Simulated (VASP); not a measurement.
Given:

```
CELL_PARAMETERS angstrom
      1.57529    -2.72849     0.00000
      1.57529     2.72849     0.00000
      0.00000     0.00000     3.51942
ATOMIC_POSITIONS crystal
  Zr 0.00000 0.00000 0.00000
  B  0.33333 0.66667 0.50000
  B  0.66667 0.33333 0.50000
```

Level of theory: PBE GGA, VASP's PBE PAW potentials (set 64) (plane waves; VASP). Settings: 620 eV cut-off, 11×11×9 Γ-centred mesh, first-order Methfessel-Paxton smearing of 0.10 eV, potentials Zr_sv B.

Q: The ions, cell shape and volume at an external pressure of 10.0 GPa are relaxed. Which structure does the run end with?

A: 
```
CELL_PARAMETERS angstrom
      1.56640    -2.71309     0.00000
      1.56640     2.71309     0.00000
      0.00000     0.00000     3.49190
ATOMIC_POSITIONS crystal
  Zr 0.00000 0.00000 0.00000
  B  0.33333 0.66667 0.50000
  B  0.66667 0.33333 0.50000
```
Space group P6/mmm (191), at a tolerance of 0.03 Å.

Q: How do energy and volume change from the first to the last step?

A: The energy (σ→0) changes by +8.9 meV/atom and the volume by -1.9 %, in 5 ionic steps.

The compound is ZrB2 in the AlB2 type structure. This run relaxes it under an external pressure of 10 GPa. Symmetry was kept, so distortions that lower it aren't found.
